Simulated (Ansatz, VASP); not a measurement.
One calculation of ReS, two programs

The input INCAR:

```
SYSTEM = ReS
PREC = Accurate
ENCUT = 520
EDIFF = 1E-6
ISMEAR = 0
SIGMA = 0.1
LREAL = .False.
LASPH = .True.
NELM = 150
ALGO = Normal
ISIF = 2
LWAVE = .False.
LCHARG = .False.
ISPIN = 2
MAGMOM = 3.5 0
LORBIT = 11
LMAXMIX = 4
GGA = PE
NBANDS = 18
```

KPOINTS

```
Automatic mesh
0
Gamma
  14 14 14
  0 0 0
```

POSCAR

```
ReS
1.0
    0.0000000000      2.2852400464      2.2852400464
    2.2852400464      0.0000000000      2.2852400464
    2.2852400464      2.2852400464      0.0000000000
Re S
1 1
Direct
    0.0000000000      0.0000000000      0.0000000000
    0.5000000000      0.5000000000      0.5000000000
```

Input for Ansatz:

```yaml
crystal:
  lattice:
    - [0.0, 2.2852400474, 2.2852400474]
    - [2.2852400474, 0.0, 2.2852400474]
    - [2.2852400474, 2.2852400474, 0.0]
  atoms:
    - { symbol: Re, position: [0.0, 0.0, 0.0], spin: 3.5 }
    - { symbol: S, position: [0.5, 0.5, 0.5] }
basis:
  ecutwfc: 420
kpoints:
  mp_grid: { grid: [14, 14, 14] }
hamiltonian:
  xc: pbe
scf:
  occupations: { method: gaussian, width: 0.1 }
output:
  forces: true
  stress: true
  eigenvalues: true
  populations: true
magnetization:
  spin_polarized: true
```

Alike in both runs: task single point; functional PBE; k mesh 14 × 14 × 14; occupations gaussian, width 0.1 eV; collinear spin.

|  | VASP | Ansatz |
| --- | --- | --- |
| version | VASP 6.6.1 | Ansatz 0.2.0 |
| potentials or method | VASP PAW PBE potentials, release 64 (Re, S) | scalar-relativistic, plane waves, PAW |
| plane-wave cutoff (eV) | 520 | 420 |
| valence electrons in the cell | 13 | 21 |

```tsv
	VASP	Ansatz	Ansatz less VASP
gap on the k mesh at the Fermi level (eV)	none	none	-
net moment per atom (μB)	0.00	0.00	0.000
```

A gap of «none» marks a metal or a gap that the smearing closes. The two sets of potentials don't hold the same shells in valence. Ansatz warned: «seeded_moment_not_kept».

 Spin-orbit coupling is left out, which matters for the levels of Re.
